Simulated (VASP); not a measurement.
Data:

```
ZrB2
1.0
    1.58500    -2.74530     0.00000
    1.58500     2.74530     0.00000
    0.00000     0.00000     3.53000
Zr B
1 2
Direct
  0.02875   0.04696   0.00000
  0.33333   0.66667   0.50000
  0.66667   0.33333   0.50000
```

Method: PBE GGA, VASP's PBE PAW potentials (set 64) (plane waves; VASP). Numerical set-up: 520 eV cut-off, 8×8×7 Γ-centred mesh, first-order Methfessel-Paxton smearing of 0.10 eV, potentials Zr_sv B.

Task: The ions are relaxed. Which structure does the run end with?

Result: 
```
ZrB2
1.0
    1.58500    -2.74530     0.00000
    1.58500     2.74530     0.00000
    0.00000     0.00000     3.53000
Zr B
1 2
Direct
  0.00956   0.01562   0.00000
  0.34293   0.68234   0.50000
  0.67626   0.34900   0.50000
```
Space group P6/mmm (191), at a tolerance of 0.03 Å.

Task: How much energy does the relaxation gain?

Result: The energy (σ→0) changes by -36.5 meV/atom, in 7 ionic steps.

```
step  E(σ→0) (eV)  max force (eV/Å)  pressure (GPa)  volume (Å³)
----  -----------  ----------------  --------------  -----------
1        -24.8666             1.686            2.28        30.72
2        -24.9754             0.105            1.10        30.72
3        -24.9758             0.061            1.10        30.72
4        -24.9758             0.075            1.10        30.72
5        -24.9759             0.036            1.09        30.72
6        -24.9759             0.035            1.09        30.72
7        -24.9760             0.002            1.09        30.72
```

The compound is ZrB2 in the AlB2 type structure. In the starting cell atoms are displaced from their ideal sites. This run relaxes the ions in a fixed cell. Symmetry was kept, so distortions that lower it aren't found.
